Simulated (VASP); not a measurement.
BN (zinc blende) relaxed at rising pressure, in one space group throughout; other phases were not tried. The pressures are those reached. Calculation: PBE GGA, VASP's PBE PAW potentials (set 64) (plane waves; VASP).

```json
[
 {"P (GPa)": "-0.30", "V (Å³/atom)": "5.956", "k-mesh": "12×12×12"},
 {"P (GPa)": "5.02", "V (Å³/atom)": "5.874", "k-mesh": "12×12×12"},
 {"P (GPa)": "10.01", "V (Å³/atom)": "5.802", "k-mesh": "13×13×13"},
 {"P (GPa)": "19.96", "V (Å³/atom)": "5.668", "k-mesh": "13×13×13"},
 {"P (GPa)": "29.95", "V (Å³/atom)": "5.547", "k-mesh": "13×13×13"}
]
```

A change of mesh leaves a small step in the series.

### Question
Fit an equation of state and predict the volume at 44.82 GPa.

### Answer
Least squares on the third-order Birch-Murnaghan form, P = (3B0/2)(y⁷ − y⁵)[1 + (3/4)(B′ − 4)(y² − 1)] with y = (V0/V)^(1/3), gives V0 = 5.951 Å³/atom, B0 = 376 GPa and B′ = 3.6, and so 5.385 Å³/atom. The run gave 5.387 Å³/atom, +0.0 % from the fit.

Pressures at which the relaxation failed are left out.

The compound is BN in the zinc blende structure.
